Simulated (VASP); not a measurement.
The system is PbS.

```
Pb S
1.0
     0.00000    2.96185    2.96185
     2.96185    0.00000    2.96185
     2.96185    2.96185    0.00000
Pb S
1 1
Cartesian
  0.0000 0.0000 0.0000
  2.9619 2.9619 2.9619
```

```yaml
Program: VASP 6.6.1
Task: relaxation of cell and atoms
Functional: PBE
Potentials_or_basis: VASP PAW PBE potentials, release 64 (Pb_d, S)
Cutoff: 600 eV
k_mesh: 8 × 8 × 8
Occupations: gaussian, width 0.02 eV
Spin: no spin polarisation
```

At the start: pressure 2.5 GPa; volume 25.98 Å³/atom.

Task: How do energy, volume and symmetry change on relaxing?

Result: Over 3 steps the energy falls by 8.3 meV/atom and the volume is 27.10 Å³/atom (+4.3 %); space group Fm-3m (No. 225, to 0.05 Å).

The path:
```
step  energy change (eV)  largest force (eV/Å)  pressure (GPa)  volume (Å³)
   1              0.0000                0.0000            2.46        51.97
   2             -0.0145                0.0000           -0.77        55.02
   3             -0.0165                0.0000            0.01        54.20
```

Final structure:
```cif
data_structure
_symmetry_space_group_name_H-M 'P 1'
_symmetry_Int_Tables_number 1
_cell_length_a 4.2479
_cell_length_b 4.2479
_cell_length_c 4.2479
_cell_angle_alpha 60.000
_cell_angle_beta 60.000
_cell_angle_gamma 60.000
_cell_volume 54.20
loop_
_atom_site_label
_atom_site_type_symbol
_atom_site_fract_x
_atom_site_fract_y
_atom_site_fract_z
_atom_site_occupancy
Pb1 Pb 0.00000 0.00000 0.00000 1
S1 S 0.50000 0.50000 0.50000 1
```
